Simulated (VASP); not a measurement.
# FeSi11C12 (a cell with a defect) in VASP: notebook

Runs on FeSi11C12 (a cell with a defect). Level: PBEsol+U. Tasks: relaxation of the atoms, single point.

All numbers are computed with VASP 6.6.1; they aren't measurements. Logs are shortened: lines on timing, memory, paths and dates and some standing lists are left out, and cuts for length are marked.

## (1) Starting point

The cell holds a defect, 24 atoms: a = 9.245 Å, b = 6.163 Å, c = 6.163 Å, α = 60.00°, β = 60.00°, γ = 60.00°.

## (2) Relaxation of the atoms, PBEsol+U, collinear spin, ferromagnetic start (atoms moved at random, drawn with an rms of 0.05 Å)

INCAR

```
PREC = Accurate
ENCUT = 450
EDIFF = 1E-5
ISMEAR = 0
SIGMA = 0.03
LREAL = Auto
LASPH = T
NELM = 120
ALGO = Normal
ISIF = 2
LWAVE = F
LCHARG = F
ISPIN = 2
MAGMOM = 1 0 0 0 0 0 0 0 0 0 0 0 0 0 0 0 0 0 0 0 0 0 0 0
LORBIT = 11
NUPDOWN = 1
LMAXMIX = 4
LDAU = T
LDAUTYPE = 2
LDAUL = 2 -1 -1
LDAUU = 4 0 0
LDAUJ = 0 0 0
LDAUPRINT = 1
GGA = PS
IBRION = 2
NSW = 60
EDIFFG = -0.03
NELECT = 101.0
ISYM = 0
```

KPOINTS

```
regular mesh
0
Gamma
  2 3 3
```

POSCAR

```
FeSi11C12
1.0
    0.0000000000      6.5370000000      6.5370000000
    4.3580000000      0.0000000000      4.3580000000
    4.3580000000      4.3580000000      0.0000000000
Fe Si C
1 11 12
Direct
    0.0024040000      0.0006300000     -0.0018500000
    0.0012380000      0.0010960000      0.4975980000
   -0.0050110000      0.5007730000     -0.0020400000
    0.0007870000      0.4998720000      0.4924510000
    0.3373040000      0.0036740000      0.0029220000
    0.3341510000     -0.0041620000      0.5048870000
    0.3331910000      0.5091800000     -0.0020640000
    0.3333750000      0.4940970000      0.5054380000
    0.6627410000      0.0109630000     -0.0052200000
    0.6654070000      0.0049390000      0.4994600000
    0.6648240000      0.4999830000      0.0001920000
    0.6679070000      0.4999490000      0.4931200000
    0.0825590000      0.1168210000      0.1291800000
    0.0771650000      0.1344480000      0.6266730000
    0.0841380000      0.6174450000      0.1281630000
    0.0832710000      0.6234850000      0.6303310000
    0.4184700000      0.1238500000      0.1261010000
    0.4211740000      0.1282060000      0.6274110000
    0.4206920000      0.6143250000      0.1252150000
    0.4150210000      0.6264630000      0.6210440000
    0.7487010000      0.1321820000      0.1217410000
    0.7499680000      0.1321520000      0.6228320000
    0.7517910000      0.6269330000      0.1216640000
    0.7468470000      0.6141020000      0.6325150000
```

Potentials or basis: VASP PAW PBE potentials, release 64 (Fe, Si, C).

On the command line:

```sh
> cat potpaw_PBE.64/Fe/POTCAR potpaw_PBE.64/Si/POTCAR potpaw_PBE.64/C/POTCAR > POTCAR
> mpirun -np 1 vasp_std > vasp.out
```

OUTCAR:

```text
PREC = Accurate
   ENCUT = 450
   EDIFF = 1E-5
   ISMEAR = 0
   LREAL = Auto
   LASPH = T
   NELM = 120
   ISIF = 2
   ISPIN = 2
   LORBIT = 11
   NUPDOWN = 1
   GGA = PS
   IBRION = 2
   NSW = 60
   EDIFFG = -0.03
   NELECT = 101.0
   ISYM = 0

 ion  position               nearest neighbor table
   1  0.002  0.001  0.998-  13 1.85  14 1.87  21 1.92  15 1.93   7 3.04   3 3.05   6 3.05   4 3.07
                             2 3.07   2 3.09   4 3.10  11 3.10  10 3.10   3 3.12   9 3.12   5 3.12
   2  0.001  0.001  0.498-  13 1.85  14 1.89  22 1.90  16 1.90   4 3.06   1 3.07  12 3.08   5 3.08
                             3 3.08   6 3.08   3 3.08  10 3.09   1 3.09   9 3.10   8 3.10   4 3.11
   3  0.995  0.501  0.998-  23 1.84  16 1.85  15 1.92  13 1.93  12 3.04  11 3.05   1 3.05   4 3.07
                             2 3.08   8 3.08   2 3.08   4 3.09   9 3.11   5 3.12   1 3.12
   4  0.001  0.500  0.492-  15 1.83  14 1.84  24 1.92  16 1.94   2 3.06   7 3.06   1 3.07   3 3.07
                            12 3.08   3 3.09   6 3.09   1 3.10   8 3.10  10 3.11   2 3.11  11 3.12
   5  0.337  0.004  0.003-  17 1.84  18 1.89  13 1.93  19 1.96   9 3.01   8 3.05   6 3.06  11 3.07
                            10 3.07   2 3.08   7 3.08   7 3.08   6 3.11   3 3.12   8 3.12   1 3.12
   6  0.334  0.996  0.505-  20 1.86  17 1.91  18 1.94  14 1.94   7 3.02   1 3.05   5 3.06   8 3.07
                            12 3.07  10 3.07   2 3.08   9 3.09   8 3.09   4 3.09   5 3.11   7 3.14
   7  0.333  0.509  0.998-  19 1.83  15 1.88  20 1.90  17 1.94   6 3.02   1 3.04  11 3.04   9 3.06
                             4 3.06   5 3.08   8 3.08   5 3.08   8 3.08  12 3.10   6 3.14
   8  0.333  0.494  0.505-  18 1.84  20 1.86  16 1.89  19 1.91  10 3.04   5 3.05   6 3.07  12 3.07
                             7 3.08   3 3.08   7 3.08  11 3.09   6 3.09   4 3.10   2 3.10   5 3.12
   9  0.663  0.011  0.995-  17 1.84  22 1.87  21 1.90  23 1.93   5 3.01  11 3.04  12 3.05   7 3.06
                            10 3.06   6 3.09   2 3.10  10 3.10   3 3.11  12 3.11   1 3.12  11 3.12
  10  0.665  0.005  0.499-  18 1.84  22 1.90  21 1.90  24 1.97   8 3.04  12 3.04   9 3.06  11 3.06
                             5 3.07   6 3.07   2 3.09  11 3.10   1 3.10   9 3.10   4 3.11  12 3.12
  11  0.665  0.500  0.000-  19 1.84  24 1.85  21 1.85  23 1.91   9 3.04   7 3.04   3 3.05  12 3.05
                            10 3.06   5 3.07   8 3.09  10 3.10   1 3.10  12 3.11   4 3.12   9 3.12
  12  0.668  0.500  0.493-  22 1.85  23 1.87  24 1.87  20 1.91   3 3.04  10 3.04  11 3.05   9 3.05
                             6 3.07   8 3.07   4 3.08   2 3.08   7 3.10   9 3.11  11 3.11  10 3.12
  13  0.083  0.117  0.129-   1 1.85   2 1.85   5 1.93   3 1.93
  14  0.077  0.134  0.627-   4 1.84   1 1.87   2 1.89   6 1.94
  15  0.084  0.617  0.128-   4 1.83   7 1.88   3 1.92   1 1.93
  16  0.083  0.623  0.630-   3 1.85   8 1.89   2 1.90   4 1.94
  17  0.418  0.124  0.126-   5 1.84   9 1.84   6 1.91   7 1.94
  18  0.421  0.128  0.627-   8 1.84  10 1.84   5 1.89   6 1.94
  19  0.421  0.614  0.125-   7 1.83  11 1.84   8 1.91   5 1.96
  20  0.415  0.626  0.621-   6 1.86   8 1.86   7 1.90  12 1.91
  21  0.749  0.132  0.122-  11 1.85   9 1.90  10 1.90   1 1.92
  22  0.750  0.132  0.623-  12 1.85   9 1.87   2 1.90  10 1.90
  23  0.752  0.627  0.122-   3 1.84  12 1.87  11 1.91   9 1.93
  24  0.747  0.614  0.633-  11 1.85  12 1.87   4 1.92  10 1.97

IMPORTANT INFORMATION: All symmetrisations will be switched off!
NOSYMM: (Re-)initialisation of all symmetry stuff for point group C_1.

----------------------------------------------------------------------------------------

                                     Primitive cell

  volume of cell :     248.3036

  direct lattice vectors                    reciprocal lattice vectors
     0.000000000  6.537000000  6.537000000    -0.076487685  0.076487685  0.076487685
     4.358000000  0.000000000  4.358000000     0.114731528 -0.114731528  0.114731528
     4.358000000  4.358000000  0.000000000     0.114731528  0.114731528 -0.114731528

  length of vectors
     9.244714057  6.163142705  6.163142705     0.132480557  0.198720836  0.198720836

  position of ions in fractional coordinates (direct lattice)
     0.002404000  0.000630000  0.998150000
     0.001238000  0.001096000  0.497598000
     0.994989000  0.500773000  0.997960000
     0.000787000  0.499872000  0.492451000
     0.337304000  0.003674000  0.002922000
     0.334151000  0.995838000  0.504887000
[... 16 lines left out ...]
     0.751791000  0.626933000  0.121664000
     0.746847000  0.614102000  0.632515000

  ion indices of the primitive-cell ions
   primitive index   ion index
                 1           1
                 2           2
                 3           3
                 4           4
                 5           5
                 6           6
[... 16 lines left out ...]
                23          23
                24          24

----------------------------------------------------------------------------------------

[... 111 lines left out ...]

  energy without entropy =     -177.42722186  energy(sigma->0) =     -177.42769202

------------------------ aborting loop because EDIFF is reached ----------------------------------------

  FORCE on cell =-STRESS in cart. coord.  units (eV):
  Direction    XX          YY          ZZ          XY          YZ          ZX
  --------------------------------------------------------------------------------------
  -------------------------------------------------------------------------------------
  Total       12.5181503     15.7910357     13.2249160      0.6768177     -0.6768123     -0.8752609
  in kB       80.7732969    101.8915726     85.3336994      4.3671623     -4.3671274     -5.6476162
  external PRESSURE =      89.3328563 kB  Pullay stress =       0.0000000 kB
[... 155 lines left out ...]
  FREE ENERGIE OF THE ION-ELECTRON SYSTEM (eV)
  ---------------------------------------------------
  free  energy   TOTEN  =      -177.9853455362 eV

  energy  without entropy=     -177.9845860508  energy(sigma->0) =     -177.98496579

[... ionic steps 4 to 9 ...]

--------------------------------------- Ionic step       10  -------------------------------------------

 number of electron     101.0000004 magnetization       1.0000001

------------------------ aborting loop because EDIFF is reached ----------------------------------------
[... 105 lines left out ...]
  FREE ENERGIE OF THE ION-ELECTRON SYSTEM (eV)
  ---------------------------------------------------
  free  energy   TOTEN  =      -178.0586606687 eV

  energy  without entropy=     -178.0584642591  energy(sigma->0) =     -178.05856246

atom =   1  type =  1  l = 2

 onsite density matrix

spin component  1

  0.7029  0.0917  0.0386 -0.0644 -0.0591
  0.0917  0.6595 -0.0636  0.0972  0.0797
  0.0386 -0.0636  0.9158  0.0498  0.0223
 -0.0644  0.0972  0.0498  0.7212 -0.0507
 -0.0591  0.0797  0.0223 -0.0507  0.9039

spin component  2

  0.3039 -0.0220 -0.0218  0.0080  0.1251
 -0.0220  0.3087  0.1080 -0.0277 -0.1205
 -0.0218  0.1080  0.8746 -0.1267  0.0417
  0.0080 -0.0277 -0.1267  0.3071  0.0655
  0.1251 -0.1205  0.0417  0.0655  0.8640

 occupancies and eigenvectors

  o =  0.2503  v =  0.0000  0.0000  0.0000  0.0000  0.0000  0.4244 -0.6469  0.2489  0.5083 -0.2847      0.0000  0.0000  0.0000  0.0000  0.0000  0.0000  0.0000  0.0000  0.0000  0.0000
  o =  0.2757  v =  0.0000  0.0000  0.0000  0.0000  0.0000  0.4357  0.7171  0.0021  0.5440 -0.0065      0.0000  0.0000  0.0000  0.0000  0.0000  0.0000  0.0000  0.0000  0.0000  0.0000
  o =  0.2859  v =  0.0000  0.0000  0.0000  0.0000  0.0000 -0.7673 -0.0091  0.1022  0.6271  0.0858      0.0000  0.0000  0.0000  0.0000  0.0000  0.0000  0.0000  0.0000  0.0000  0.0000
  o =  0.4709  v =  0.4895 -0.6570 -0.2021  0.4729  0.2536  0.0000  0.0000  0.0000  0.0000  0.0000      0.0000  0.0000  0.0000  0.0000  0.0000  0.0000  0.0000  0.0000  0.0000  0.0000
  o =  0.7707  v =  0.8540  0.3527  0.0551 -0.3782  0.0147  0.0000  0.0000  0.0000  0.0000  0.0000      0.0000  0.0000  0.0000  0.0000  0.0000  0.0000  0.0000  0.0000  0.0000  0.0000
  o =  0.7923  v =  0.0908  0.6193 -0.0171  0.7788 -0.0366  0.0000  0.0000  0.0000  0.0000  0.0000      0.0000  0.0000  0.0000  0.0000  0.0000  0.0000  0.0000  0.0000  0.0000  0.0000
  o =  0.9227  v =  0.0000  0.0000  0.0000  0.0000  0.0000 -0.0809 -0.0368 -0.8188  0.1100 -0.5564      0.0000  0.0000  0.0000  0.0000  0.0000  0.0000  0.0000  0.0000  0.0000  0.0000
  o =  0.9236  v =  0.0000  0.0000  0.0000  0.0000  0.0000  0.1862 -0.2568 -0.5072  0.2006  0.7758      0.0000  0.0000  0.0000  0.0000  0.0000  0.0000  0.0000  0.0000  0.0000  0.0000
  o =  0.9332  v = -0.0901  0.0904  0.5221 -0.0103  0.8432  0.0000  0.0000  0.0000  0.0000  0.0000      0.0000  0.0000  0.0000  0.0000  0.0000  0.0000  0.0000  0.0000  0.0000  0.0000
  o =  0.9362  v =  0.1215 -0.2284  0.8266  0.1634 -0.4724  0.0000  0.0000  0.0000  0.0000  0.0000      0.0000  0.0000  0.0000  0.0000  0.0000  0.0000  0.0000  0.0000  0.0000  0.0000

--------------------------------------- Ionic step       12  -------------------------------------------

 number of electron     101.0000004 magnetization       1.0000001

 Free energy of the ion-electron system (eV)
  ---------------------------------------------------
  ext. energy  EPLUGINS =         0.00000000
  ---------------------------------------------------
  free energy    TOTEN  =      -178.05921384 eV

  energy without entropy =     -178.05906535  energy(sigma->0) =     -178.05913959

 E-fermi :   8.5765     XC(G=0): -11.6006

 val. band max:        8.8768949064   @ k =   0.0000   0.0000   0.0000
 cond. band min:       8.9590615332   @ k =   0.5000   0.0000   0.0000
 fundamental gap:      0.0821666267
 Fermi energy:         8.9182719160

 spin component 1

 k-point     1 :       0.0000    0.0000    0.0000
  band No.  band energies     occupation
      1      -7.6283      1.00000
      2      -5.6554      1.00000
      3      -5.4174      1.00000
      4      -4.1224      1.00000
      5      -4.0972      1.00000
      6      -3.9757      1.00000
[... 639 lines left out ...]
     61      13.4170      0.00000
     62      13.5011      0.00000
 Fermi energy:         8.5764893110

 spin component 2

 k-point     1 :       0.0000    0.0000    0.0000
  band No.  band energies     occupation
      1      -7.6340      1.00000
      2      -5.6606      1.00000
      3      -5.4324      1.00000
      4      -4.1273      1.00000
      5      -4.1047      1.00000
      6      -3.9914      1.00000
[... 639 lines left out ...]
     61      13.6887      0.00000
     62      13.7210      0.00000
 [bands above 62 left out]

------------------------ aborting loop because EDIFF is reached ----------------------------------------

  FORCE on cell =-STRESS in cart. coord.  units (eV):
  Direction    XX          YY          ZZ          XY          YZ          ZX
  --------------------------------------------------------------------------------------
  -------------------------------------------------------------------------------------
  Total       13.6368154     13.6533314     13.4427041      0.0393436      0.4090435     -0.0428605
  in kB       87.9914778     88.0980472     86.7389758      0.2538642      2.6393507     -0.2765573
  external PRESSURE =      87.6095003 kB  Pullay stress =       0.0000000 kB
[... 39 lines left out ...]
  FREE ENERGIE OF THE ION-ELECTRON SYSTEM (eV)
  ---------------------------------------------------
  free  energy   TOTEN  =      -178.0592138360 eV

  energy  without entropy=     -178.0590653472  energy(sigma->0) =     -178.05913959

 reached required accuracy - stopping structural energy minimisation

 total charge

# of ion       s       p       d       tot
------------------------------------------
    1        0.525   0.608   6.523   7.655
    2        0.715   0.990   0.000   1.706
    3        0.716   0.989   0.000   1.705
    4        0.714   0.984   0.000   1.698
    5        0.715   0.989   0.000   1.704
    6        0.714   0.983   0.000   1.696
[... 16 lines left out ...]
   23        0.837   1.709   0.000   2.546
   24        0.836   1.705   0.000   2.541
--------------------------------------------------
tot         18.491  31.786   6.523  56.800

 magnetization (x)

# of ion       s       p       d       tot
------------------------------------------
    1        0.011  -0.008   1.243   1.247
    2        0.002   0.001   0.000   0.003
    3        0.002   0.002   0.000   0.004
    4        0.005   0.007   0.000   0.012
    5       -0.002  -0.004   0.000  -0.006
    6        0.001   0.002   0.000   0.003
[... 16 lines left out ...]
   23        0.000  -0.002   0.000  -0.001
   24        0.001  -0.000   0.000   0.001
--------------------------------------------------
tot          0.013  -0.284   1.243   0.972
```

Run time: 2 h. Hardware: 1 thread of Intel Xeon Platinum 8259CL at 2.50GHz (Skylake/Cascade Lake), shared host; peak memory 0.6 GiB.

Results:

| Quantity | Value |
| --- | --- |
| Free energy | -178.0592 eV |
| Energy gained by relaxing | 26.3 meV/atom |
| Ionic steps | 12 |
| Largest force after relaxing | 0.024 eV/Å |
| Net moment | 1.00 μB per cell |
| Site moments | Fe +1.25; Si +0.00, +0.01, -0.01; C -0.08, -0.07, +0.00, -0.01, -0.00, -0.05 μB |
| Valence electrons inside the program's atomic spheres | Fe 7.66; Si 1.71, 1.70, 1.69; C 2.53, 2.52, 2.54, 2.55 |

Forces in eV/Å, atoms in the order of the input:
```
Fe  -0.002  0.000  0.009
Si  -0.001  0.003  0.004
Si   0.012  0.008  0.014
Si   0.000  0.006  0.010
Si  -0.010 -0.009 -0.008
Si  -0.004 -0.018 -0.013
Si   0.008 -0.013  0.000
Si  -0.015 -0.014  0.003
Si   0.009 -0.002 -0.009
Si  -0.007  0.018 -0.002
Si   0.007  0.018  0.003
Si   0.004  0.006 -0.006
C    0.000 -0.008  0.016
C    0.003 -0.016  0.014
C    0.003  0.007 -0.006
C    0.000  0.011 -0.001
C    0.002 -0.018 -0.013
C   -0.002 -0.004 -0.003
C    0.002 -0.003  0.009
C   -0.015 -0.008 -0.002
C    0.009 -0.004 -0.013
C   -0.001  0.007 -0.008
C    0.008  0.013  0.012
C   -0.010  0.020 -0.008
```

The path:
```
step  energy change (eV)  largest force (eV/Å)  pressure (GPa)
   1              0.0000                1.8340            8.93
   2             -0.3687                1.4445            8.92
   3             -0.5572                0.4721            8.53
   4             -0.6054                0.2689            8.74
   5             -0.6055                0.2571            8.75
   6             -0.6232                0.1498            8.83
   7             -0.6236                0.1492            8.86
   8             -0.6287                0.0815            8.83
   9             -0.6288                0.0917            8.82
  10             -0.6304                0.0423            8.83
  11             -0.6305                0.0458            8.87
  12             -0.6311                0.0238            8.76
```

Final structure:
```
CELL_PARAMETERS angstrom
0.00000 6.53700 6.53700
4.35800 0.00000 4.35800
4.35800 4.35800 0.00000
ATOMIC_POSITIONS crystal
Fe 0.00144 0.99997 0.99967
Si 0.00025 0.00066 0.49935
Si 0.00027 0.49912 0.00039
Si 0.00045 0.49932 0.49896
Si 0.33088 0.00208 0.00218
Si 0.33228 0.00164 0.50023
Si 0.33236 0.50015 0.00143
Si 0.33229 0.50086 0.50077
Si 0.66919 0.00048 0.99917
Si 0.66675 0.00220 0.49735
Si 0.66673 0.49885 0.00030
Si 0.66738 0.50025 0.49876
C 0.08461 0.12862 0.12942
C 0.08529 0.12777 0.61486
C 0.08547 0.61492 0.12750
C 0.08291 0.62523 0.62499
C 0.41986 0.12348 0.12340
C 0.41560 0.12571 0.62713
C 0.41558 0.62718 0.12547
C 0.41720 0.62514 0.62490
C 0.74211 0.13022 0.12852
C 0.74997 0.12557 0.62432
C 0.74994 0.62547 0.12406
C 0.74931 0.62652 0.62462
```

Eigenvalues of the final occupation matrices:
```csv
site,spin,trace,eigenvalues
site 1 d,1,3.90,0.47 0.77 0.79 0.93 0.94
site 1 d,2,2.66,0.25 0.28 0.29 0.92 0.92
```

Caveat: the k mesh is coarse (spacing up to 0.42 Å⁻¹), so the values aren't converged; the cell is charged against a uniform background, so pressure and absolute levels hang on convention; the cutoff is under 1.25 times the usual one of these potentials, so pressure, stress and relaxed cells hold a basis-set (Pulay) error; the PAW data sets were made with another functional, which shifts forces and pressure a little; the total moment is fixed, so each spin has its own Fermi level; the U is typed as a test and isn't derived for this compound.

(Part 1 of 2 ends here.)
